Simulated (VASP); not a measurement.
Input of a VASP 6.6.1 run:

POSCAR

```
BeSb
1.0
    3.8791000000      0.0000000000      0.0000000000
   -1.9395500000      3.3594000000      0.0000000000
    0.0000000000      0.0000000000      3.0375500000
Be Sb
1 1
Direct
    0.0000000000      0.0000000000      0.0000000000
    0.3333300000      0.6666700000      0.5000000000
```

File INCAR.step1:

```
SYSTEM = BeSb
PREC = Accurate ; ENCUT = 520
EDIFF = 1E-5 ; ISMEAR = -1
SIGMA = 0.05 ; LREAL = .FALSE.
LASPH = .TRUE. ; NELM = 100
ALGO = Normal ; ISIF = 2
LWAVE = .TRUE. ; LCHARG = .FALSE.
NBANDS = 10 ; GGA = PE
```

File INCAR.step2:

```
SYSTEM = BeSb
PREC = Accurate ; ENCUT = 520
EDIFF = 1E-6 ; ISMEAR = -1
SIGMA = 0.05 ; LREAL = .FALSE.
LASPH = .TRUE. ; NELM = 100
ALGO = Normal ; ISIF = 2
LWAVE = .FALSE. ; LCHARG = .FALSE.
GGA = PE ; LHFCALC = .TRUE.
HFSCREEN = 0.2 ; AEXX = 0.4
PRECFOCK = Fast ; NBANDS = 10
ISTART = 1
```

Contents of KPOINTS:

```
regular mesh
0
G
  4 4 5
  0 0 0
```

Potentials or basis: VASP PAW PBE potentials, release 64 (Be, Sb).

Run with:

```console
$ cat potpaw_PBE.64/Be/POTCAR potpaw_PBE.64/Sb/POTCAR > POTCAR
$ cp INCAR.step1 INCAR
$ mpirun -np 1 vasp_std > vasp.out
$ cp INCAR.step2 INCAR
$ mpirun -np 1 vasp_std > vasp.out
```

Problem. What does it give for the pressure?

Solution. -4.2 GPa.

Problem. What does it give for the band gap on the k mesh?

Solution. None (metal or under the smearing width).

Stress tensor (GPa, compression positive):
```
-4.38  0.00  0.00
 0.00 -4.38  0.00
 0.00  0.00 -3.71
```

Caveat: the k mesh is coarse (spacing up to 0.47 Å⁻¹), so the values aren't converged, least of all with exact exchange; the PAW data sets were made with another functional, which shifts forces and pressure a little. Spin-orbit coupling is left out, which matters for the levels of Sb.
